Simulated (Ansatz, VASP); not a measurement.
## Si4IrPt: VASP beside Ansatz

```xyz
6
Lattice="3.8863 0.0000 0.0000 -1.9431 3.3656 0.0000 0.0000 0.0000 7.4074" Properties=species:S:1:pos:R:3 pbc="T T T"
Si    0.0000    0.0000    4.9509
Si    1.9431    1.1219    6.2023
Si    1.9431    1.1219    1.2051
Si    0.0000    0.0000    2.4566
Ir    0.0000    0.0000    0.0000
Pt    1.9431    1.1219    3.7037
```

Change from the starting cell: species swapped into the B4OsW type (P-6m2, No. 187).

Alike in both runs: functional PBE; k mesh 12 × 12 × 6; occupations gaussian, width 0.1 eV; no spin polarisation.

Ansatz relaxed the structure, and its values are those at the end. VASP's run is a single point on that final structure, the one shown.

|  | VASP | Ansatz |
| --- | --- | --- |
| version | VASP 6.6.1 | Ansatz 0.2.0 |
| potentials or method | VASP PAW PBE potentials, release 64 (Si, Ir, Pt) | scalar-relativistic, plane waves, PAW |
| plane-wave cutoff (eV) | 520 | 420 |
| valence electrons in the cell | 35 | 51 |

```tsv
	VASP	Ansatz	Ansatz less VASP
gap on the k mesh at the Fermi level (eV)	none	none	-
pressure (GPa)	0.0	0.0	+0.01
rms of the force components (eV/Å)	0.010	0.001	-0.0087
```

A gap of «none» marks a metal or a gap that the smearing closes. The two sets of potentials don't hold the same shells in valence.

The runs have no spin-orbit coupling, so splittings on Ir, Pt are missing.
